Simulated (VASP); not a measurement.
TiBrF3:

```
Ti Br F
1.0
     3.22397    1.86136    2.78100
    -3.22397    1.86136    2.78100
     0.00000   -3.72272    2.78100
Ti Br F
1 1 3
Direct
  0.00240 0.00240 0.00240
  0.72324 0.72324 0.72324
  0.77123 0.22118 0.22118
  0.22118 0.22118 0.77123
  0.22118 0.77123 0.22118
```

The cell was built by a generator and needn't be a form met in nature.

- Program: VASP 6.6.1
- Task: relaxation of cell and atoms
- Functional: PBE
- Potentials or basis: VASP PAW PBE potentials, release 64 (Ti_sv, Br, F)
- Cutoff: 520 eV
- k mesh: 6 × 6 × 6
- Occupations: gaussian, width 0.03 eV
- Spin: no spin polarisation

At the start: pressure 2.0 GPa; volume 20.03 Å³/atom.

Problem. Where does the relaxation end?

Solution. Over 46 steps the energy falls by 25.9 meV/atom and the volume is 23.01 Å³/atom (+14.9 %); space group R3m (No. 160, to 0.05 Å).

Step by step:
| step | energy change (eV) | largest force (eV/Å) | pressure (GPa) | volume (Å³) |
| --- | --- | --- | --- | --- |
| 1 | 0.0000 | 0.0889 | 1.99 | 100.13 |
| 3 | -0.0246 | 0.6087 | -0.39 | 103.60 |
| 5 | -0.0879 | 0.4357 | -0.16 | 109.20 |
| 7 | -0.0963 | 0.8416 | 0.12 | 112.11 |
| 9 | -0.1173 | 0.1394 | -0.20 | 115.56 |
| 11 | -0.1194 | 0.1495 | 0.04 | 115.27 |
| 13 | -0.1218 | 0.1805 | 0.47 | 115.13 |
| 15 | -0.1258 | 0.2416 | -0.08 | 115.98 |
| 17 | -0.1269 | 0.0660 | 0.02 | 115.91 |
| 19 | -0.1270 | 0.0248 | 0.00 | 115.96 |
| 21 | -0.1270 | 0.0284 | 0.00 | 115.96 |
| 23 | -0.1274 | 0.0233 | -0.03 | 115.96 |
| 25 | -0.1284 | 0.0297 | -0.13 | 115.99 |
| 27 | -0.1286 | 0.0442 | -0.22 | 116.01 |
| 29 | -0.1289 | 0.0467 | -0.07 | 115.81 |
| 31 | -0.1289 | 0.0688 | 0.08 | 115.61 |
| 33 | -0.1289 | 0.0554 | 0.00 | 115.72 |
| 35 | -0.1290 | 0.0439 | -0.02 | 115.70 |
| 37 | -0.1292 | 0.0721 | -0.01 | 115.41 |
| 39 | -0.1293 | 0.0576 | 0.01 | 115.25 |
| 41 | -0.1293 | 0.0186 | 0.04 | 114.57 |
| 43 | -0.1295 | 0.0350 | 0.05 | 114.92 |
| 45 | -0.1295 | 0.0193 | 0.01 | 115.02 |
| 46 | -0.1295 | 0.0024 | -0.01 | 115.07 |

Final structure:
```yaml
crystal:
  lattice:
    - [3.47206, 2.00459, 2.75552]
    - [-3.47206, 2.00459, 2.75552]
    - [0.00000, -4.00919, 2.75552]
  atoms:
    - { symbol: Ti, position: [0.00220, 0.00220, 0.00220] }
    - { symbol: Br, position: [0.71926, 0.71926, 0.71926] }
    - { symbol: F, position: [0.79498, 0.21139, 0.21139] }
    - { symbol: F, position: [0.21139, 0.21139, 0.79498] }
    - { symbol: F, position: [0.21139, 0.79498, 0.21139] }
```
